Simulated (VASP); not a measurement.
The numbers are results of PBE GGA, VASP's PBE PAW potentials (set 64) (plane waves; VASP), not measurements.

A VASP calculation is set up with these files.

File KPOINTS:
```
Automatic mesh
0
Gamma
18 18 18
0 0 0
```

**POSCAR**
```
Ni
1
    0.0000000000     1.7221913832     1.7221913832
    1.7221913832     0.0000000000     1.7221913832
    1.7221913832     1.7221913832     0.0000000000
Ni
1
Direct
  0.0000000000   0.0000000000   0.0000000000
```

INCAR:
```
SYSTEM=Ni
PREC=Accurate; ENCUT=520; LREAL=.False.
LASPH=.True.
EDIFF=1E-7; NELM=100; ALGO=Normal
LMAXMIX=4
ISMEAR=1; SIGMA=0.1
GGA=PE
ISPIN=2; MAGMOM=0.6
ISIF=2
LWAVE=.False.; LCHARG=.False.; LORBIT=10
```

POTCAR, in this order: Ni (PBE.64 set). Program: vasp_std.

Output

**OSZICAR**
```
       N       E                     dE             d eps       ncg     rms          rms(c)
DAV:   1     0.222761781752E+02    0.22276E+02   -0.48404E+03  7204   0.145E+03
DAV:   2    -0.604609257801E+01   -0.28322E+02   -0.27258E+02  7122   0.166E+02
DAV:   3    -0.645939929658E+01   -0.41331E+00   -0.41240E+00  8185   0.267E+01
DAV:   4    -0.646315163664E+01   -0.37523E-02   -0.37520E-02  7997   0.220E+00
DAV:   5    -0.646324134673E+01   -0.89710E-04   -0.89708E-04  7997   0.292E-01    0.105E+01
DAV:   6    -0.572199754198E+01    0.74124E+00   -0.15150E+01  7378   0.646E+01    0.545E+00
DAV:   7    -0.546457341852E+01    0.25742E+00   -0.22419E+00  7417   0.236E+01    0.216E+00
DAV:   8    -0.544643112373E+01    0.18142E-01   -0.24009E-02  9917   0.185E+00    0.977E-01
DAV:   9    -0.544435680475E+01    0.20743E-02   -0.13961E-03 10384   0.370E-01    0.256E-01
DAV:  10    -0.544391530272E+01    0.44150E-03   -0.49444E-04  9024   0.181E-01    0.346E-02
DAV:  11    -0.544392056146E+01   -0.52587E-05   -0.13146E-05  9062   0.462E-02    0.307E-02
DAV:  12    -0.544392154462E+01   -0.98317E-06   -0.12838E-06  8890   0.135E-02    0.545E-03
DAV:  13    -0.544392180863E+01   -0.26401E-06   -0.31245E-07  6017   0.565E-03    0.190E-03
DAV:  14    -0.544392181092E+01   -0.22885E-08   -0.12062E-08  3638   0.144E-03
   1 F= -.54439218E+01 E0= -.54440569E+01  d E =0.405122E-03  mag=     0.6096
```

**OUTCAR**
```
------------------------ aborting loop because EDIFF is reached ----------------------------------------
  FORCE on cell =-STRESS in cart. coord.  units (eV):
  Direction    XX          YY          ZZ          XY          YZ          ZX
  --------------------------------------------------------------------------------------
  Total        0.9195178      0.9195178      0.9195178      0.0000000      0.0000000      0.0000000
  in kB      144.2103637    144.2103637    144.2103637      0.0000000      0.0000000      0.0000000
  external PRESSURE =     144.2103637 kB  Pullay stress =       0.0000000 kB
  volume of cell :       10.22
      direct lattice vectors                 reciprocal lattice vectors
     0.000000000  1.722191383  1.722191383    -0.290327779  0.290327779  0.290327779
     1.722191383  0.000000000  1.722191383     0.290327779 -0.290327779  0.290327779
     1.722191383  1.722191383  0.000000000     0.290327779  0.290327779 -0.290327779
 POSITION                                       TOTAL-FORCE (eV/Angst)
 -----------------------------------------------------------------------------------
      0.00000      0.00000      0.00000         0.000000      0.000000      0.000000
 -----------------------------------------------------------------------------------
    total drift:                                0.000000     -0.000000     -0.000000
  FREE ENERGIE OF THE ION-ELECTRON SYSTEM (eV)
  ---------------------------------------------------
  free  energy   TOTEN  =        -5.4439218109 eV

  energy  without entropy=       -5.4443269326  energy(sigma->0) =       -5.44405685

 total charge

# of ion       s       p       d       tot
------------------------------------------
    1        0.526   0.557   8.347   9.429

 magnetization (x)

# of ion       s       p       d       tot
------------------------------------------
    1       -0.006  -0.025   0.647   0.615
```
(Selected blocks of OUTCAR.)

The compound is Ni in the fcc structure. This cell is one point of a volume scan, at 0.94 of the reference volume.
